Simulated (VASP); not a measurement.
Here is the system:

```yaml
crystal:
  lattice:
    - [0.00000, 2.31624, 2.31624]
    - [2.31624, 0.00000, 2.31624]
    - [2.31624, 2.31624, 0.00000]
  atoms:
    - { symbol: Na, position: [0.00000, 0.00000, 0.00000] }
    - { symbol: F, position: [0.50000, 0.50000, 0.50000] }
```

These are PBE GGA with D3 dispersion (zero damping), VASP's PBE PAW potentials (set 64) (plane waves; VASP 6.6.1) values and carry that method's errors. Run with 520 eV cut-off, 11×11×11 Γ-centred mesh, tetrahedra with Blöchl corrections, potentials Na_pv F.

Problem. Estimate the energy per atom (σ→0), band gap (on the k-mesh) with the smallest direct gap where there is one.

Solution. 
- band gap (on the k-mesh): 6.30 eV
- smallest direct gap (on the k-mesh): 6.30 eV
- energy per atom (σ→0): -4.441 eV/atom

The absolute energy has meaning only against runs of the same code, potentials and settings.

The compound is NaF in the rock salt structure. It was relaxed first.
